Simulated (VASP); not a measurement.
Method: LDA (Ceperley-Alder, Perdew-Zunger), VASP's LDA PAW potentials (set 64) (plane waves; VASP).

Input for VASP

### INCAR
```
SYSTEM = KCd4As3
ISIF = 2   ! forces and stress, cell fixed
SIGMA = 0.1   ! width (eV)
LASPH = T   ! aspherical one-centre terms
ALGO = Normal
LCHARG = F
LMAXMIX = 4
ISMEAR = 0
LREAL = F   ! projection in real space or not
NELM = 100   ! most electronic steps
LWAVE = F
PREC = Accurate
EDIFF = 1E-6   ! SCF stop (eV)
ENCUT = 300
```

File KPOINTS:
```
Regular mesh
0
Gamma
3 3 3
```

### POSCAR
```
KCd4As3
11.970
  0.1867752715   0.1078347536   1.0000000000
 -0.1867752715   0.1078347536   1.0000000000
  0.0000000000  -0.2156695071   1.0000000000
Cd As K
4 3 1
Cartesian
  0.0000000000   0.0000000000   0.2675490000
  0.0000000000   0.0000000000   2.7324510000
 -0.0000000000  -0.0000000000   0.9042300000
  0.0000000000  -0.0000000000   2.0957700000
 -0.0000000000   0.0000000000   0.6832500000
 -0.0000000000  -0.0000000000   2.3167500000
  0.0000000000   0.0000000000   0.0000000000
  0.0000000000   0.0000000000   1.5000000000
```

POTCAR, in this order: Cd As K_sv (LDA.64 set). Program: vasp_std.

At this cut-off the stress carries a Pulay error, which pulls relaxed volumes low.

Q: What does the run give for the energy per atom (σ→0), pressure, largest force, band gap (on the k-mesh)?

A: 
```json
{
  "energy per atom (σ→0)": "-3.035 eV/atom",
  "band gap (on the k-mesh)": "none (metal, semimetal or under 0.01 eV)",
  "pressure": "-1.68 GPa",
  "largest_force": "0.235 eV/Å"
}
```

OSZICAR:
```
...
DAV:   7    -0.243129437348E+02    0.50822E-01   -0.15678E+00   560   0.507E+00    0.412E+00
DAV:   8    -0.242905864470E+02    0.22357E-01   -0.11697E-01   565   0.287E+00    0.548E-01
DAV:   9    -0.242886825895E+02    0.19039E-02   -0.12289E-02   576   0.817E-01    0.226E-01
DAV:  10    -0.242885333910E+02    0.14920E-03   -0.19926E-03   568   0.250E-01    0.937E-02
DAV:  11    -0.242885237012E+02    0.96898E-05   -0.25667E-04   664   0.130E-01    0.393E-02
DAV:  12    -0.242885297752E+02   -0.60740E-05   -0.41116E-05   616   0.271E-02    0.130E-02
DAV:  13    -0.242885306534E+02   -0.87821E-06   -0.44689E-06   520   0.128E-02
   1 F= -.24288531E+02 E0= -.24282176E+02  d E =-.127085E-01
```

The structure comes from a measured KCd4As3 entry of the Crystallography Open Database, whose conditions weren't checked. The cell was not relaxed at this level. The k-mesh is coarse (spacing up to 0.54 per Å, 2π included), so the numbers may not be converged in it. The run is one of a series of settings (GGA removed, POTCAR Cd As K_sv (LDA.64 set) against the base run), some of them coarse on purpose.
